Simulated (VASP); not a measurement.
Input:

```xyz
3
Lattice="1.7418 -3.0169 0.0000 1.7418 3.0169 0.0000 0.0000 0.0000 5.2876" Properties=species:S:1:pos:R:3 pbc="T T T"
Zr     0.0000     0.0000     0.0000
S      1.7418     1.0056     1.4888
S      1.7418    -1.0056     3.7988
```

Computed with PBEsol GGA, VASP's PBE PAW potentials (set 64) (plane waves; VASP 6.6.1). Run with 500 eV cut-off, 10×10×6 Γ-centred mesh, first-order Methfessel-Paxton smearing of 0.10 eV, potentials Zr_sv S.

Energy and stress use the plane-wave basis of the starting cell. Without a dispersion term in the relaxation, distances and binding between the weakly bound layers, chains or molecules are unreliable, and so is what depends on them.

### Question
The ions, cell shape and volume at an external pressure of 20.0 GPa are relaxed. Which structure does the run end with?

### Answer

```xyz
3
Lattice="1.6835 -2.9158 0.0000 1.6835 2.9158 0.0000 0.0000 0.0000 5.1566" Properties=species:S:1:pos:R:3 pbc="T T T"
Zr     0.0000     0.0000     5.1566
S      1.6835     0.9719     1.5192
S      1.6835    -0.9719     3.6375
```
Space group P-3m1 (164), at a tolerance of 0.03 Å.

### Question
How do energy and volume change from the first to the last step?

### Answer
The energy (σ→0) changes by +150.6 meV/atom and the volume by -8.9 %, in 6 ionic steps.

The compound is ZrS2 in the 1T layered structure. This run relaxes it under an external pressure of 20 GPa. Symmetry was kept, so distortions that lower it aren't found.
